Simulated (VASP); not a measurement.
```
LiNbO3
1.0
    2.59719     1.49949     4.72102
   -2.59719     1.49949     4.72102
    0.00000    -2.99898     4.72102
Li Nb O
2 2 6
Direct
  0.64247   0.64247   0.64247
  0.35753   0.35753   0.35753
  0.85543   0.85543   0.85543
  0.14457   0.14457   0.14457
  0.04356   0.43886   0.78394
  0.95644   0.56114   0.21606
  0.78394   0.04356   0.43886
  0.21606   0.95644   0.56114
  0.43886   0.78394   0.04356
  0.56114   0.21606   0.95644
```

The numbers are results of PBEsol GGA, VASP's PBE PAW potentials (set 64) (plane waves; VASP), not measurements. Numerical set-up: 520 eV cut-off, 6×6×6 Γ-centred mesh, tetrahedra with Blöchl corrections, potentials Li_sv Nb_sv O.

Problem. Predict the energy per atom (σ→0).

Solution. 
| Quantity | Result |
|---|---|
| energy per atom (σ→0) | -8.319 eV/atom |

Only differences to runs with the same potentials and settings are physical.

The structure comes from a computed database's LiNbO3 entry (R-3); how it stands against other phases isn't given here. It was relaxed first, which changed the volume by -6 %.
